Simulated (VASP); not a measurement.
# KAl (Pm-3m) in VASP: reference runs

Aim: a first look at KAl with PBE, on the cell as given and on a disturbed one.

All numbers are computed with VASP 6.6.1; they aren't measurements. Logs are shortened: lines on timing, memory, paths and dates and some standing lists are left out, and cuts for length are marked.

## 1. The crystal as given

The structure is cubic, space group Pm-3m (No. 221). The conventional cell has a = 4.127 Å, b = 4.127 Å, c = 4.127 Å, α = 90.00°, β = 90.00°, γ = 90.00°. K (site symmetry m-3m) is surrounded by 8 Al at 3.57 Å. Al (site symmetry m-3m) has 8 K at 3.57 Å as nearest neighbours.

The cell was built by a generator and needn't be a form met in nature.

## 2. Single point, PBE

Contents of INCAR:

```
PREC = Accurate
ENCUT = 520
EDIFF = 1E-7
ISMEAR = -1
SIGMA = 0.05
LREAL = F
LASPH = T
NELM = 60
ALGO = Normal
ISIF = 2
LWAVE = F
LCHARG = T
GGA = PE
LELF = T
LVHAR = T
NBANDS = 13
```

Contents of KPOINTS:

```
regular mesh
0
Gamma
  7 7 7
```

Contents of POSCAR:

```
KAl
1.0
    4.1269100000      0.0000000000      0.0000000000
    0.0000000000      4.1269100000      0.0000000000
    0.0000000000      0.0000000000      4.1269100000
K Al
1 1
Direct
    0.5000000000      0.5000000000      0.5000000000
    0.0000000000      0.0000000000      0.0000000000
```

Potentials or basis: VASP PAW PBE potentials, release 64 (K_sv, Al).

On the command line:

```sh
$ cat potpaw_PBE.64/K_sv/POTCAR potpaw_PBE.64/Al/POTCAR > POTCAR
$ mpirun -np 1 vasp_std > vasp.out
```

OUTCAR:

```text
PREC = Accurate
   ENCUT = 520
   EDIFF = 1E-7
   ISMEAR = -1
   LREAL = F
   LASPH = T
   NELM = 60
   ISIF = 2
   GGA = PE

 ion  position               nearest neighbor table
   1  0.500  0.500  0.500-   2 3.57   2 3.57   2 3.57   2 3.57   2 3.57   2 3.57   2 3.57   2 3.57

   2  0.000  0.000  0.000-   1 3.57   1 3.57   1 3.57   1 3.57   1 3.57   1 3.57   1 3.57   1 3.57

  LATTYP: Found a simple cubic cell.
 ALAT       =     4.1269100000

  Lattice vectors:

 A1 = (   4.1269100000,   0.0000000000,   0.0000000000)
 A2 = (   0.0000000000,   4.1269100000,   0.0000000000)
 A3 = (   0.0000000000,   0.0000000000,   4.1269100000)

Analysis of symmetry for initial positions (statically):
=====================================================================
 Subroutine PRICEL returns:
 Original cell was already a primitive cell.

 Routine SETGRP: Setting up the symmetry group for a
 simple cubic supercell.

 Subroutine GETGRP returns: Found 48 space group operations
 (whereof 48 operations were pure point group operations)
 out of a pool of 48 trial point group operations.

The static configuration has the point symmetry O_h .

Analysis of symmetry for dynamics (positions and initial velocities):
=====================================================================
 Subroutine PRICEL returns:
 Original cell was already a primitive cell.

 Routine SETGRP: Setting up the symmetry group for a
 simple cubic supercell.

 Subroutine GETGRP returns: Found 48 space group operations
 (whereof 48 operations were pure point group operations)
 out of a pool of 48 trial point group operations.

The dynamic configuration has the point symmetry O_h .

 Subroutine INISYM returns: Found 48 space group operations
 (whereof 48 operations are pure point group operations),
 and found     1 'primitive' translations

----------------------------------------------------------------------------------------

                                     Primitive cell

  volume of cell :      70.2870

  direct lattice vectors                    reciprocal lattice vectors
     4.126910000  0.000000000  0.000000000     0.242312045  0.000000000  0.000000000
     0.000000000  4.126910000  0.000000000     0.000000000  0.242312045  0.000000000
     0.000000000  0.000000000  4.126910000     0.000000000  0.000000000  0.242312045

  length of vectors
     4.126910000  4.126910000  4.126910000     0.242312045  0.242312045  0.242312045

  position of ions in fractional coordinates (direct lattice)
     0.500000000  0.500000000  0.500000000
     0.000000000  0.000000000  0.000000000

  ion indices of the primitive-cell ions
   primitive index   ion index
                 1           1
                 2           2

----------------------------------------------------------------------------------------

 KPOINTS: regular mesh

Automatic generation of k-mesh.
 Grid dimensions read from file:
 generate k-points for:    7    7    7

 Generating k-lattice:

  Cartesian coordinates                     Fractional coordinates (reciprocal lattice)
     0.034616006  0.000000000  0.000000000     0.142857143  0.000000000  0.000000000
     0.000000000  0.034616006  0.000000000     0.000000000  0.142857143  0.000000000
     0.000000000  0.000000000  0.034616006     0.000000000  0.000000000  0.142857143

  Length of vectors
     0.034616006  0.034616006  0.034616006

  Shift w.r.t. Gamma in fractional coordinates (k-lattice)
     0.000000000  0.000000000  0.000000000

 Subroutine IBZKPT returns following result:
 ===========================================

 Found     20 irreducible k-points:

 Following reciprocal coordinates:
            Coordinates               Weight
  0.000000  0.000000  0.000000      1.000000
  0.142857  0.000000  0.000000      6.000000
  0.285714  0.000000  0.000000      6.000000
  0.428571  0.000000  0.000000      6.000000
  0.142857  0.142857  0.000000     12.000000
  0.285714  0.142857  0.000000     24.000000
[... 12 lines left out ...]
  0.428571  0.428571  0.285714     24.000000
  0.428571  0.428571  0.428571      8.000000
   k-points           NKPTS =     20   k-points in BZ     NKDIM =     20   number of bands    NBANDS=     13
   number of dos      NEDOS =    301   number of ions     NIONS =      2
   total plane-waves  NPLWV =  32768
   dimension x,y,z NGX =    32 NGY =   32 NGZ =   32
   dimension x,y,z NGXF=    64 NGYF=   64 NGZF=   64
   ions per type =               1   1
   NGX,Y,Z   is equivalent  to a cutoff of  12.89, 12.89, 12.89 a.u.
   NGXF,Y,Z  is equivalent  to a cutoff of  25.78, 25.78, 25.78 a.u.
 SYSTEM =  unknown system
   PREC   = accura    normal or accurate (medium, high low for compatibility)
   ISTART =      0    job   : 0-new  1-cont  2-samecut
   ICHARG =      2    charge: 1-file 2-atom 10-const
   ISPIN  =      1    spin polarized calculation?
   LNONCOLLINEAR =      F non collinear calculations
   LSORBIT =      F    spin-orbit coupling
   LASPH  =      T    aspherical Exc in radial PAW
   ENCUT  =  520.0 eV  38.22 Ry    6.18 a.u.   7.67  7.67  7.67*2*pi/ulx,y,z
   NELM   =     60;   NELMIN=  2; NELMDL= -5     # of ELM steps
   EDIFF  = 0.1E-06   stopping-criterion for ELM
   LREAL  =      F    real-space projection
   EDIFFG = 0.1E-05   stopping-criterion for IOM
   NSW    =      0    number of steps for IOM
   IBRION =     -1    ionic relax: 0-MD 1-quasi-New 2-CG
   NFREE  =      0    steps in history (QN), initial steepest desc. (CG)
   ISIF   =      2    stress and relaxation
   ISYM   =      2    0-nonsym 1-usesym 2-fastsym
   POTIM  = 0.5000    time-step for ionic-motion
   TEBEG  =    0.0;   TEEND  =   0.0 temperature during run
   PSTRESS=    0.0 pullay stress
   NELECT =      12.0000    total number of electrons
   NUPDOWN=      -1.0000    fix difference up-down
   EMIN   =  10.00;   EMAX   =-10.00  energy-range for DOS
   EFERMI =   0.00;   METHOD = LEGACY
   ISMEAR =    -1;   SIGMA  =   0.05  broadening in eV -4-tet -1-fermi 0-gaus
   EFERMI_NEDOS =   21; number of points for ismear=-14 and -15
   IALGO  =     38    algorithm
   IMIX   =      4    mixing-type and parameters
     AMIX     =   0.40;   BMIX     =  1.00
     AMIX_MAG =   1.60;   BMIX_MAG =  1.00
  volume/ion in A,a.u.               =      35.14       237.16
  Fermi-wavevector in a.u.,A,eV,Ry     =   0.908190  1.716231 11.222219  0.824810
  Thomas-Fermi vector in A             =   2.032087
   LORBIT       =      0    0 simple, 1 ext, 2 COOP (PROOUT), +10 PAW based schemes
   GGA     = PE    functional components
[... 5 lines left out ...]
 non-spin polarized calculation
  energy-cutoff  :      520.00
  volume of cell :       70.29
 maximum number of plane-waves:      1907
 NGX is ok and might be reduce to    32
   NGX = 15   NGY = 15   NGZ = 15

 number of electron      12.0000003 magnetization

 Free energy of the ion-electron system (eV)
  ---------------------------------------------------
  ext. energy  EPLUGINS =         0.00000000
  ---------------------------------------------------
  free energy    TOTEN  =        -3.65727970 eV

  energy without entropy =       -3.64562359  energy(sigma->0) =       -3.65145165

 E-fermi :   1.4501     XC(G=0):  -7.6840

 val. band max:        1.4307144707   @ k =   0.2857   0.2857   0.0000
 cond. band min:       1.5615892066   @ k =   0.4286   0.4286   0.4286
 fundamental gap:      0.1308747360
 Fermi energy:         1.4501345389

 k-point     1 :       0.0000    0.0000    0.0000
  band No.  band energies     occupation
      1     -29.0604      2.00000
      2     -12.5303      2.00000
      3     -12.5303      2.00000
      4     -12.5303      2.00000
      5      -4.0889      2.00000
      6       4.1769      0.00000
      7       4.1769      0.00000
      8       4.1769      0.00000
      9       4.4023      0.00000
     10       4.4023      0.00000
     11       7.0684      0.00000
     12       8.6780      0.00000
     13       8.6780      0.00000

 k-point     2 :       0.1429    0.0000    0.0000
  band No.  band energies     occupation
      1     -29.0588      2.00000
      2     -12.5623      2.00000
      3     -12.5273      2.00000
      4     -12.5273      2.00000
      5      -3.9186      2.00000
      6       2.6525      0.00000
      7       4.1652      0.00000
      8       4.1652      0.00000
      9       4.5649      0.00000
     10       5.5077      0.00000
     11       7.8403      0.00000
     12       8.6547      0.00000
     13       8.6571      0.00000

 k-point     3 :       0.2857    0.0000    0.0000
  band No.  band energies     occupation
      1     -29.0553      2.00000
      2     -12.6329      2.00000
      3     -12.5206      2.00000
      4     -12.5206      2.00000
      5      -3.4547      2.00000
      6       1.0781      1.99883
      7       4.1320      0.00000
      8       4.1320      0.00000
      9       5.0429      0.00000
     10       6.5612      0.00000
     11       8.5602      0.00000
     12       8.7248      0.00000
     13       8.7249      0.00000
[... 241 lines left out ...]
 k-point    19 :       0.4286    0.4286    0.2857
  band No.  band energies     occupation
      1     -29.0400      2.00000
      2     -12.6419      2.00000
      3     -12.6403      2.00000
      4     -12.5862      2.00000
      5      -1.7810      2.00000
      6       1.2797      1.93596
      7       1.2902      1.92164
      8       2.5236      0.00000
      9       4.8752      0.00000
     10       6.0144      0.00000
     11       6.0257      0.00000
     12      10.0270      0.00000
     13      10.2216      0.00000

 k-point    20 :       0.4286    0.4286    0.4286
  band No.  band energies     occupation
      1     -29.0374      2.00000
      2     -12.6337      2.00000
      3     -12.6318      2.00000
      4     -12.6318      2.00000
      5      -1.3283      2.00000
      6       1.2980      1.90891
      7       1.2980      1.90891
      8       1.5616      0.19434
      9       5.4462      0.00000
     10       5.6721      0.00000
     11       5.6721      0.00000
     12      10.3638      0.00000
     13      10.3964      0.00000

------------------------ aborting loop because EDIFF is reached ----------------------------------------

  FORCE on cell =-STRESS in cart. coord.  units (eV):
  Direction    XX          YY          ZZ          XY          YZ          ZX
  --------------------------------------------------------------------------------------
  -------------------------------------------------------------------------------------
  Total       -0.0022987     -0.0022987     -0.0022987      0.0000000     -0.0000000      0.0000000
  in kB       -0.0523987     -0.0523987     -0.0523987      0.0000000     -0.0000000      0.0000000
  external PRESSURE =      -0.0523987 kB  Pullay stress =       0.0000000 kB

 VOLUME and BASIS-vectors are now :
 -----------------------------------------------------------------------------
  energy-cutoff  :      520.00
  volume of cell :       70.29
      direct lattice vectors                 reciprocal lattice vectors
     4.126910000  0.000000000  0.000000000     0.242312045  0.000000000  0.000000000
     0.000000000  4.126910000  0.000000000     0.000000000  0.242312045  0.000000000
     0.000000000  0.000000000  4.126910000     0.000000000  0.000000000  0.242312045

 POSITION                                       TOTAL-FORCE (eV/Angst)
 -----------------------------------------------------------------------------------
      2.06345      2.06345      2.06345         0.000000      0.000000      0.000000
      0.00000      0.00000      0.00000         0.000000      0.000000      0.000000
 -----------------------------------------------------------------------------------
    total drift:                                0.000000      0.000000     -0.000000

  FREE ENERGIE OF THE ION-ELECTRON SYSTEM (eV)
  ---------------------------------------------------
  free  energy   TOTEN  =        -3.6572797007 eV

  energy  without entropy=       -3.6456235908  energy(sigma->0) =       -3.65145165
```

Wall time 16 s (1 thread of AMD EPYC 7R13 (Zen 3), shared host); peak memory 0.14 GiB.

What came out:

```yaml
Free_energy: -3.6573 eV
Pressure: 0.0 GPa
Band_gap_on_the_k_mesh: none (metal or under the smearing width)
```

## 3. Single point, PBE (atoms moved at random, drawn with an rms of 0.05 Å)

Contents of INCAR:

```
PREC = Accurate ; ENCUT = 520
EDIFF = 1E-7 ; ISMEAR = -1
SIGMA = 0.05 ; LREAL = F
LASPH = T ; NELM = 80
ALGO = Normal ; ISIF = 2
LWAVE = F ; LCHARG = T
GGA = PE ; LELF = T
LVHAR = T ; NBANDS = 13
```

Contents of KPOINTS:

```
Automatic mesh
0
Gamma
  7 7 7
```

Contents of POSCAR:

```
KAl
1.0
    4.1269100000      0.0000000000      0.0000000000
    0.0000000000      4.1269100000      0.0000000000
    0.0000000000      0.0000000000      4.1269100000
K Al
1 1
Direct
    0.5076750000      0.5100060000      0.5005540000
   -0.0037100000     -0.0022510000      0.0034260000
```

Potentials or basis: VASP PAW PBE potentials, release 64 (K_sv, Al).

On the command line:

```sh
$ cat potpaw_PBE.64/K_sv/POTCAR potpaw_PBE.64/Al/POTCAR > POTCAR
$ mpirun -np 1 vasp_std > vasp.out
```

OUTCAR:

```text
PREC = Accurate
   ENCUT = 520
   EDIFF = 1E-7
   ISMEAR = -1
   LREAL = F
   LASPH = T
   NELM = 80
   ISIF = 2
   GGA = PE

 ion  position               nearest neighbor table
   1  0.508  0.510  0.501-   2 3.51   2 3.52   2 3.57   2 3.57   2 3.58   2 3.58
   2  0.996  0.998  0.003-   1 3.51   1 3.52   1 3.57   1 3.57   1 3.58   1 3.58

  LATTYP: Found a simple cubic cell.
 ALAT       =     4.1269100000

  Lattice vectors:

 A1 = (   4.1269100000,   0.0000000000,   0.0000000000)
 A2 = (   0.0000000000,   4.1269100000,   0.0000000000)
 A3 = (   0.0000000000,   0.0000000000,   4.1269100000)

Analysis of symmetry for initial positions (statically):
=====================================================================
 Subroutine PRICEL returns:
 Original cell was already a primitive cell.

 Routine SETGRP: Setting up the symmetry group for a
 simple cubic supercell.

 Subroutine GETGRP returns: Found  1 space group operations
 (whereof  1 operations were pure point group operations)
 out of a pool of 48 trial point group operations.

The static configuration has the point symmetry C_1 .

[... 172 lines left out ...]
      4     -12.5308      2.00000
      5      -4.0888      2.00000
      6       4.1306      0.00000
      7       4.1579      0.00000
      8       4.1763      0.00000
      9       4.4211      0.00000
     10       4.4514      0.00000
     11       7.0653      0.00000
     12       8.6780      0.00000
     13       8.6809      0.00000
[... 354 lines left out ...]
  band No.  band energies     occupation
      1     -29.0545      2.00000
      2     -12.6291      2.00000
      3     -12.5511      2.00000
      4     -12.5187      2.00000
      5      -3.3183      2.00000
      6       1.2129      1.98283
      7       3.0002      0.00000
      8       4.2188      0.00000
      9       5.5610      0.00000
     10       7.0254      0.00000
     11       7.6756      0.00000
     12       7.9774      0.00000
     13       9.2962      0.00000

 [... further k-points ...]

------------------------ aborting loop because EDIFF is reached ----------------------------------------

  FORCE on cell =-STRESS in cart. coord.  units (eV):
  Direction    XX          YY          ZZ          XY          YZ          ZX
  --------------------------------------------------------------------------------------
  -------------------------------------------------------------------------------------
  Total        0.0057207      0.0048209      0.0107274      0.0083678     -0.0021191     -0.0019674
  in kB        0.1304027      0.1098918      0.2445279      0.1907421     -0.0483048     -0.0448471
  external PRESSURE =       0.1616075 kB  Pullay stress =       0.0000000 kB

 VOLUME and BASIS-vectors are now :
 -----------------------------------------------------------------------------
  energy-cutoff  :      520.00
  volume of cell :       70.29
      direct lattice vectors                 reciprocal lattice vectors
     4.126910000  0.000000000  0.000000000     0.242312045  0.000000000  0.000000000
     0.000000000  4.126910000  0.000000000     0.000000000  0.242312045  0.000000000
     0.000000000  0.000000000  4.126910000     0.000000000  0.000000000  0.242312045

 POSITION                                       TOTAL-FORCE (eV/Angst)
 -----------------------------------------------------------------------------------
      2.09513      2.10475      2.06574        -0.067179     -0.072257      0.016998
      4.11160      4.11762      0.01414         0.067179      0.072257     -0.016998
 -----------------------------------------------------------------------------------
    total drift:                                0.000056      0.000123     -0.000004

  FREE ENERGIE OF THE ION-ELECTRON SYSTEM (eV)
  ---------------------------------------------------
  free  energy   TOTEN  =        -3.6537752231 eV

  energy  without entropy=       -3.6421631008  energy(sigma->0) =       -3.64796916
```

OSZICAR:

```text
N       E                     dE             d eps       ncg     rms          rms(c)
DAV:   1     0.553549025983E+02    0.55355E+02   -0.49210E+03  4520   0.724E+02
DAV:   2    -0.149946778894E-01   -0.55370E+02   -0.53589E+02  5237   0.204E+02
DAV:   3    -0.361186698132E+01   -0.35969E+01   -0.35808E+01  8754   0.361E+01
DAV:   4    -0.365700445856E+01   -0.45137E-01   -0.45122E-01  5617   0.385E+00
DAV:   5    -0.365843670406E+01   -0.14322E-02   -0.14322E-02  7343   0.540E-01    0.454E+00
DAV:   6    -0.365479902908E+01    0.36377E-02   -0.54118E-03  5963   0.484E-01    0.286E+00
DAV:   7    -0.365373646808E+01    0.10626E-02   -0.13163E-02  7015   0.674E-01    0.162E-01
DAV:   8    -0.365375774151E+01   -0.21273E-04   -0.11493E-03  5912   0.324E-01    0.455E-02
DAV:   9    -0.365376837132E+01   -0.10630E-04   -0.70096E-05  6953   0.625E-02    0.228E-02
DAV:  10    -0.365377541191E+01   -0.70406E-05   -0.99636E-06  6043   0.207E-02    0.422E-03
DAV:  11    -0.365377552445E+01   -0.11254E-06   -0.41532E-07  5930   0.581E-03    0.187E-03
DAV:  12    -0.365377523111E+01    0.29334E-06   -0.58075E-08  4546   0.191E-03    0.257E-04
DAV:  13    -0.365377522313E+01    0.79787E-08   -0.69403E-09  3921   0.713E-04
   1 F= -.36537752E+01 E0= -.36479692E+01  d E =-.116121E-01
```

Run time: 98 s. Hardware: 1 thread of AMD EPYC 7R13 (Zen 3), shared host; peak memory 0.25 GiB.

What came out:

* Free energy: -3.6538 eV
* Pressure: 0.0 GPa
* Largest force: 0.100 eV/Å
* Band gap on the k mesh: none (metal or under the smearing width)

Forces in eV/Å, atoms in the order of the input:
```
K   -0.067 -0.072  0.017
Al   0.067  0.072 -0.017
```
